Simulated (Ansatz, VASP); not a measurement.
Cs2Li: VASP beside Ansatz

```
CELL_PARAMETERS angstrom
0.00000 3.94020 3.94020
3.94020 0.00000 3.94020
3.94020 3.94020 0.00000
ATOMIC_POSITIONS crystal
Cs 0.25000 0.25000 0.25000
Cs 0.75000 0.75000 0.75000
Li 0.00000 0.00000 0.00000
```

Alike in both runs: task relaxation of cell and atoms; functional PBE; k mesh 4 × 4 × 4; occupations gaussian, width 0.1 eV; no spin polarisation.

|  | VASP | Ansatz |
| --- | --- | --- |
| version | VASP 6.6.1 | Ansatz 0.2.0 |
| potentials or method | VASP PAW PBE potentials, release 64 (Cs_sv, Li_sv) | scalar-relativistic, plane waves, PAW |
| plane-wave cutoff (eV) | 600 | 420 |
| valence electrons in the cell | 21 | 21 |

Ansatz gave:

* gap on the k mesh at the Fermi level, each at its own relaxed structure (eV): none
* relaxed volume (Å³/atom): 78.31
* relaxed cell length with the largest relative difference (Å): 6.926
* energy change over the relaxation (meV/atom): -502

**Question.** What did VASP give for the same quantities?

**Answer.** gap on the k mesh at the Fermi level, each at its own relaxed structure (eV): none; relaxed volume (Å³/atom): 75.08; relaxed cell length with the largest relative difference (Å): 6.829; energy change over the relaxation (meV/atom): -466.

A gap of «none» marks a metal or a gap that the smearing closes.

Caveats: the cutoff is under 1.25 times the usual one of these potentials, so pressure, stress and relaxed cells hold a basis-set (Pulay) error (VASP); the volume moved by over 15 % at a fixed basis, so the end points are rough (VASP). Spin-orbit coupling is left out, which matters for the levels of Cs.
